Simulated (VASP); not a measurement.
# A VASP study of ZnO (zincite) (PBE): structure first, properties next, part 3 of 7

How well does PBE reproduce what experiment finds for ZnO (zincite)? The cell is relaxed first, and properties follow on it. The start is a cell from a database of measured crystal structures.

VASP 6.6.1, plane waves and PAW; the level of theory is named at each step.

So far, gap on the k-mesh (eV): 0.717 in steps 2, 3 and 4. The relaxed cell has a = 3.289, c = 5.302 Å (conventional setting).

## 5. Bands along the symmetry lines (PBE)

Level of this step: PBE; plane waves and PAW (Zn, O) (VASP).

The mesh alone shows little of the dispersion and can miss band extrema, so KPOINTS_OPT adds a path through the symmetry points after the self-consistent cycle.

INCAR

```
SYSTEM = ZnO
PREC = Accurate
ENCUT = 520
EDIFF = 1E-06
NELM = 100
ISMEAR = 0
SIGMA = 0.05
LREAL = .FALSE.
ALGO = Normal
GGA = PE
NBANDS = 32
LORBIT = 11
LWAVE = .FALSE.
LCHARG = .FALSE.
KPAR = 4
```

POSCAR

```
ZnO
1.0
    3.2885064752      0.0000000000      0.0000000000
   -1.6442532376      2.8479301480      0.0000000000
    0.0000000000      0.0000000000      5.3018776255
Zn O
2 2
Direct
    0.3333333333      0.6666666667      0.4996979181
    0.6666666667      0.3333333333      0.9996979181
    0.6666666667      0.3333333333      0.3793120819
    0.3333333333      0.6666666667      0.8793120819
```

KPOINTS

```
Automatic mesh
0
Gamma
8 8 4
0 0 0
```

KPOINTS_OPT

```
Line mode
16
Line-mode
Reciprocal
  0.00000000   0.00000000   0.00000000 GAMMA
  0.50000000   0.00000000   0.00000000 M

  0.50000000   0.00000000   0.00000000 M
  0.33333333   0.33333333   0.00000000 K

  0.33333333   0.33333333   0.00000000 K
  0.00000000   0.00000000   0.00000000 GAMMA

  0.00000000   0.00000000   0.00000000 GAMMA
  0.00000000   0.00000000   0.50000000 A

  0.00000000   0.00000000   0.50000000 A
  0.50000000   0.00000000   0.50000000 L

  0.50000000   0.00000000   0.50000000 L
  0.33333333   0.33333333   0.50000000 H

  0.33333333   0.33333333   0.50000000 H
  0.00000000   0.00000000   0.50000000 A

  0.50000000   0.00000000   0.50000000 L
  0.50000000   0.00000000   0.00000000 M

  0.33333333   0.33333333   0.00000000 K
  0.33333333   0.33333333   0.50000000 H
```

Potentials, in the order of the species: Zn and O (PBE family, release 64).

Command:

```sh
$ mpirun -np 4 vasp_std
```

The log of the run:

```text
[... set-up lines as in an earlier step ...]
 entering main loop
       N       E                     dE             d eps       ncg     rms          rms(c)
DAV:   1     0.309882699828E+03    0.30988E+03   -0.16948E+04  2000   0.161E+03
DAV:   2     0.145544704683E+02   -0.29533E+03   -0.26630E+03  1936   0.382E+02
DAV:   3    -0.204486526013E+02   -0.35003E+02   -0.34491E+02  2320   0.122E+02
DAV:   4    -0.211051513232E+02   -0.65650E+00   -0.65602E+00  2056   0.177E+01
DAV:   5    -0.211077290450E+02   -0.25777E-02   -0.25777E-02  2328   0.116E+00    0.139E+01
DAV:   6    -0.176961276220E+02    0.34116E+01   -0.38427E+00  2896   0.510E+01    0.832E+00
DAV:   7    -0.179006567010E+02   -0.20453E+00   -0.28866E+00  2152   0.140E+01    0.502E+00
DAV:   8    -0.178942328013E+02    0.64239E-02   -0.36824E-01  2488   0.482E+00    0.158E+00
DAV:   9    -0.178566345706E+02    0.37598E-01   -0.52002E-02  2744   0.425E+00    0.301E-01
DAV:  10    -0.178576668726E+02   -0.10323E-02   -0.20803E-02  2104   0.985E-01    0.879E-02
DAV:  11    -0.178578882249E+02   -0.22135E-03   -0.61487E-04  2192   0.459E-01    0.467E-02
DAV:  12    -0.178578952204E+02   -0.69954E-05   -0.16060E-04  2280   0.352E-01    0.176E-02
DAV:  13    -0.178579015179E+02   -0.62975E-05   -0.33978E-05  2120   0.948E-02    0.125E-02
DAV:  14    -0.178579005076E+02    0.10103E-05   -0.11476E-05  2240   0.246E-02    0.160E-03
DAV:  15    -0.178579003539E+02    0.15373E-06   -0.37858E-07  1344   0.449E-03
   1 F= -.17857900E+02 E0= -.17857900E+02  d E =-.570081E-14
 Start KPOINTS_OPT (optional k-point list driver)
k-point batch [1-30\144]
       N       E                     dE             ncg
DAV:   1     0.457709095839E+04   -0.25216E+05     2024
DAV:   2    -0.382056867556E+04   -0.83977E+04     1936
DAV:   3    -0.477289372778E+04   -0.95233E+03     2272
DAV:   4    -0.479121687330E+04   -0.18323E+02     2104
DAV:   5    -0.479127811452E+04   -0.61241E-01     2320
DAV:   6    -0.479127846136E+04   -0.34684E-03     2112
DAV:   7    -0.479127846423E+04   -0.28713E-05     2048
DAV:   8    -0.479127846429E+04   -0.63549E-07     1432
[...]
k-point batch [121-144\144]
       N       E                     dE             ncg
DAV:   1     0.120095811887E+05   -0.30830E+05     1592
DAV:   2     0.513934545034E+04   -0.68702E+04     1544
DAV:   3     0.436195202787E+04   -0.77739E+03     1808
DAV:   4     0.434765503283E+04   -0.14297E+02     1680
DAV:   5     0.434760922759E+04   -0.45805E-01     1848
DAV:   6     0.434760895695E+04   -0.27065E-03     1680
DAV:   7     0.434760895466E+04   -0.22899E-05     1624
DAV:   8     0.434760895461E+04   -0.46242E-07     1192
```

Elapsed: 67 s, on 4 MPI ranks of AMD EPYC 7R43, shared host; peak memory 0.71 GiB.

From OUTCAR (step 5):

```text
   k-points           NKPTS =     30   k-points in BZ     NKDIM =     30   number of bands    NBANDS=     32

   NELECT =      36.0000    total number of electrons

 E-fermi :   1.0823

 k-point     1 :       0.0000    0.0000    0.0000
  band No.  band energies     occupation
    ...
     14       0.0920      2.00000
     15       0.0920      2.00000
     16       0.7589      2.00000
     17       0.8354      2.00000
     18       0.8354      2.00000
     19       1.5522      0.00000
     20       5.8934      0.00000
     21       8.8896      0.00000
     22      13.5133      0.00000
     23      13.5133      0.00000
    ...

  Total       -0.0028739     -0.0028739      0.0053837      0.0000000     -0.0000000      0.0000000
  in kB       -0.0927308     -0.0927308      0.1737136      0.0000000     -0.0000000      0.0000000
  external PRESSURE =      -0.0039160 kB  Pullay stress =       0.0000000 kB

 POSITION                                       TOTAL-FORCE (eV/Angst)
 -----------------------------------------------------------------------------------
     -0.00000      1.89862      2.64934        -0.000000     -0.000000      0.008714
      1.64425      0.94931      5.30028         0.000000      0.000000      0.008714
      1.64425      0.94931      2.01107         0.000000      0.000000     -0.008714
     -0.00000      1.89862      4.66201        -0.000000     -0.000000     -0.008714
 -----------------------------------------------------------------------------------
    total drift:                               -0.000001     -0.000001     -0.000729

  FREE ENERGIE OF THE ION-ELECTRON SYSTEM (eV)
  ---------------------------------------------------
  free  energy   TOTEN  =       -17.8579003539 eV

  energy  without entropy=      -17.8579003539  energy(sigma->0) =      -17.85790035

[... 9 parts as in an earlier step ...]

[... 7 further parts left out ...]
```

Numbers from this step:

```yaml
bands: 32
fermi_energy: 1.082 eV
pressure: -3.92e-4 GPa
least_gap_on_mesh_and_path: 0.7168 eV
least_direct_gap_on_mesh_and_path: 0.7168 eV
```

Electronic bands along the path, in eV, zero at the valence-band top; v1 is the highest filled band, c1 the lowest empty one:

```
          point     v4     v3     v2     v1    c1    c2    c3
              Γ  -0.74  -0.08   0.00   0.00  0.72  5.06  8.05
0.47 of the way  -1.58  -1.34  -0.42  -0.33  2.96  6.67  8.05
              M  -2.70  -2.12  -1.22  -0.79  5.59  6.81  7.52
0.47 of the way  -2.94  -2.28  -1.42  -1.11  6.17  7.31  7.59
              K  -3.46  -1.82  -1.82  -1.64  7.44  7.44  7.67
0.47 of the way  -2.37  -1.77  -0.70  -0.65  3.97  7.30  8.25
              Γ  -0.74  -0.08   0.00   0.00  0.72  5.06  8.05
0.47 of the way  -0.65  -0.65  -0.09  -0.09  1.75  4.62  8.46
              A  -0.37  -0.37  -0.37  -0.37  3.34  3.34  9.89
0.53 of the way  -1.28  -1.28  -0.93  -0.93  4.76  4.76  9.16
              L  -1.42  -1.42  -1.30  -1.30  5.62  5.62  8.18
0.53 of the way  -2.08  -2.08  -1.20  -1.20  6.45  6.45  8.24
              H  -2.57  -2.57  -1.17  -1.17  7.74  7.74  7.94
0.53 of the way  -1.27  -1.27  -1.07  -1.07  4.88  4.88  9.27
              A  -0.37  -0.37  -0.37  -0.37  3.34  3.34  9.89
      jump to L  -1.42  -1.42  -1.30  -1.30  5.62  5.62  8.18
0.47 of the way  -2.08  -1.88  -1.07  -0.99  5.36  6.38  7.86
              M  -2.70  -2.12  -1.22  -0.79  5.59  6.81  7.52
      jump to K  -3.46  -1.82  -1.82  -1.64  7.44  7.44  7.67
0.47 of the way  -3.29  -1.88  -1.52  -1.52  7.52  7.52  7.76
              H  -2.57  -2.57  -1.17  -1.17  7.74  7.74  7.94
```

Of the projections kept (Zn, O), the largest for each band there; the rest of the weight can lie on other orbitals:

```
point       v4      v3      v2      v1       c1       c2       c3
    Γ   O 0.64  O 0.68  O 0.66  O 0.66  Zn 0.61  Zn 0.79   O 0.74
    M  Zn 0.54  O 0.62  O 0.56  O 0.65  Zn 0.60  Zn 0.54  Zn 0.68
    K  Zn 0.73  O 0.53  O 0.53  O 0.56  Zn 0.52  Zn 0.52  Zn 0.89
    Γ   O 0.64  O 0.68  O 0.66  O 0.66  Zn 0.61  Zn 0.79   O 0.74
    A   O 0.65  O 0.65  O 0.65  O 0.65   O 0.56   O 0.56  Zn 0.76
    L   O 0.62  O 0.62  O 0.62  O 0.62  Zn 0.78  Zn 0.78   O 0.58
```

The path finds the gap of the mesh within 0.02 eV, so the mesh comes close to both band edges.

## 6. Density of states (PBE)

Here the states are counted by energy and projected on the atoms. The mesh is finer than in the run before.

Edit INCAR of step 5 so:

```diff
@@ -5,3 +5,3 @@
 NELM = 100
-ISMEAR = 0
+ISMEAR = -5
 SIGMA = 0.05
@@ -15 +15,2 @@
 KPAR = 4
+NEDOS = 2001
```

POSCAR is that of step 5.

KPOINTS

```
Automatic mesh
0
Gamma
12 12 6
0 0 0
```

Command:

```sh
$ mpirun -np 4 vasp_std
```

The log of the run:

```text
[... set-up lines as in an earlier step ...]
 entering main loop
       N       E                     dE             d eps       ncg     rms          rms(c)
DAV:   1     0.307776913165E+03    0.30778E+03   -0.16902E+04  5120   0.161E+03
DAV:   2     0.143642730731E+02   -0.29341E+03   -0.26602E+03  4888   0.379E+02
DAV:   3    -0.204380817725E+02   -0.34802E+02   -0.34254E+02  5856   0.122E+02
DAV:   4    -0.211051369432E+02   -0.66706E+00   -0.66645E+00  5256   0.178E+01
DAV:   5    -0.211077422106E+02   -0.26053E-02   -0.26052E-02  5840   0.117E+00    0.139E+01
DAV:   6    -0.176965731422E+02    0.34112E+01   -0.38623E+00  7376   0.511E+01    0.831E+00
DAV:   7    -0.179014162761E+02   -0.20484E+00   -0.28889E+00  5496   0.141E+01    0.502E+00
DAV:   8    -0.178951247349E+02    0.62915E-02   -0.36992E-01  6336   0.483E+00    0.158E+00
DAV:   9    -0.178573045559E+02    0.37820E-01   -0.52442E-02  6928   0.425E+00    0.302E-01
DAV:  10    -0.178583399095E+02   -0.10354E-02   -0.20860E-02  5400   0.984E-01    0.881E-02
DAV:  11    -0.178585600410E+02   -0.22013E-03   -0.60008E-04  5472   0.451E-01    0.463E-02
DAV:  12    -0.178585688001E+02   -0.87591E-05   -0.15760E-04  5768   0.347E-01    0.176E-02
DAV:  13    -0.178585750216E+02   -0.62215E-05   -0.33855E-05  5480   0.954E-02    0.125E-02
DAV:  14    -0.178585739992E+02    0.10225E-05   -0.11469E-05  5656   0.245E-02    0.161E-03
DAV:  15    -0.178585738416E+02    0.15759E-06   -0.37140E-07  3448   0.439E-03
   1 F= -.17858574E+02 E0= -.17858574E+02  d E =0.000000E+00
```

The job ended after 51 s (4 MPI ranks; peak memory 0.77 GiB).

From OUTCAR (step 6):

```text
   k-points           NKPTS =     76   k-points in BZ     NKDIM =     76   number of bands    NBANDS=     32

   NELECT =      36.0000    total number of electrons

 E-fermi :   0.8565

 k-point     1 :       0.0000    0.0000    0.0000
  band No.  band energies     occupation
    ...
     14       0.0912      2.00000
     15       0.0912      2.00000
     16       0.7579      2.00000
     17       0.8346      2.00000
     18       0.8346      2.00000
     19       1.5518      0.00000
     20       5.8931      0.00000
     21       8.8889      0.00000
     22      13.5131      0.00000
     23      13.5131      0.00000
    ...

  Total       -0.0017337     -0.0017337      0.0082710      0.0000000      0.0000000      0.0000000
  in kB       -0.0559400     -0.0559400      0.2668763      0.0000000      0.0000000      0.0000000
  external PRESSURE =       0.0516654 kB  Pullay stress =       0.0000000 kB

 POSITION                                       TOTAL-FORCE (eV/Angst)
 -----------------------------------------------------------------------------------
     -0.00000      1.89862      2.64934        -0.000000      0.000000      0.009019
      1.64425      0.94931      5.30028         0.000000     -0.000000      0.009019
      1.64425      0.94931      2.01107         0.000000      0.000000     -0.009019
     -0.00000      1.89862      4.66201        -0.000000      0.000000     -0.009019
 -----------------------------------------------------------------------------------
    total drift:                               -0.000001     -0.000001     -0.000722

  FREE ENERGIE OF THE ION-ELECTRON SYSTEM (eV)
  ---------------------------------------------------
  free  energy   TOTEN  =       -17.8585738416 eV

  energy  without entropy=      -17.8585738416  energy(sigma->0) =      -17.85857384

[... 7 parts as in an earlier step ...]

[... 9 further parts left out ...]
```

This step gave:

| Property | Result |
| --- | --- |
| irreducible k-points | 76 |
| Fermi energy | 0.8565 eV |
| pressure | 0.005167 GPa |
| gap on the k-mesh | 0.7172 eV |
| least direct gap on the k-mesh | 0.7172 eV |

The density of states has structure finer than the step of the table below, so its rows give means over 0.5 eV, whole bins alone (the curve runs from -12.0 to 8.70 eV). Peaks (eV: height): total -5.73: 13.9, -5.24: 19.0, -4.33: 24.4, -4.24: 29.5; Zn d -5.24: 13.4, -4.33: 23.7, -4.24: 28.8; O p -5.73: 2.94, -5.24: 3.15, -1.19: 3.37, 8.31: 1.86; Zn s -5.73: 0.901, -3.66: 0.565, 5.49: 0.291, 8.31: 1.77.

States under -12.0 eV and over 8.7 eV are left out. Density of states against energy, zero at the valence-band top; means over each step; values in states/eV/cell:

```
energy (eV)    total     Zn d      O p     Zn s
       -6.5        0        0        0        0
       -6.0     1.62    0.803    0.351    0.119
       -5.5     10.8     6.63     2.03    0.381
       -5.0     11.2     7.93     1.80    0.177
       -4.5     10.1     9.69   0.0817   0.0221
       -4.0     6.83     6.35    0.156   0.0720
       -3.5     4.02     2.25    0.805    0.362
       -3.0     2.22     1.06    0.537    0.154
       -2.5     2.25    0.815    0.731    0.118
       -2.0     3.44    0.994     1.39   0.0957
       -1.5     3.54    0.928     1.63   0.0577
       -1.0     5.34     1.35     2.71   0.0335
       -0.5     2.40    0.620     1.30  0.00544
        0.0    0.358   0.0958    0.203   1.0e-4
        0.5        0        0        0        0
        1.0  0.00775   6.9e-5  0.00110  0.00186
        1.5   0.0491  0.00128  0.00962   0.0105
        2.0    0.100  0.00187   0.0228   0.0199
        2.5    0.165  0.00200   0.0400   0.0314
        3.0    0.243  0.00200   0.0603   0.0450
        3.5    0.336  0.00225   0.0835   0.0613
        4.0    0.454  0.00286    0.110   0.0826
        4.5    0.606  0.00491    0.138    0.112
        5.0    0.862   0.0106    0.172    0.168
        5.5     1.22   0.0238    0.205    0.243
        6.0     1.10   0.0282    0.192    0.205
        6.5     1.07   0.0361    0.196    0.186
        7.0     1.12   0.0513    0.209    0.169
        7.5    0.868   0.0577    0.161    0.108
        8.0     2.01    0.116    0.504    0.287
```

The gap on this mesh is 0.72 eV. In the top eV of the valence band the largest shares in the PAW spheres are O p 53 % and Zn d 26 %. The rest lies in smaller channels or between the spheres.

(Continued in part 4 of 7.)

[Lines on the potential files, build, host, timing and source positions are cut from VASP's logs without a mark.]

[Logs are printed without paths, hosts, clocks, repeated set-up lines and the standing remarks that a program may print on its own settings, such as how far it seeks lower states.]

[Hosts, paths, dates, database ids (printed as entryN), source tags and the programs' standing remarks are cut or masked in the printed files.]

[A measured line is paired with the nearest computed mode of its activity, which favours agreement.]
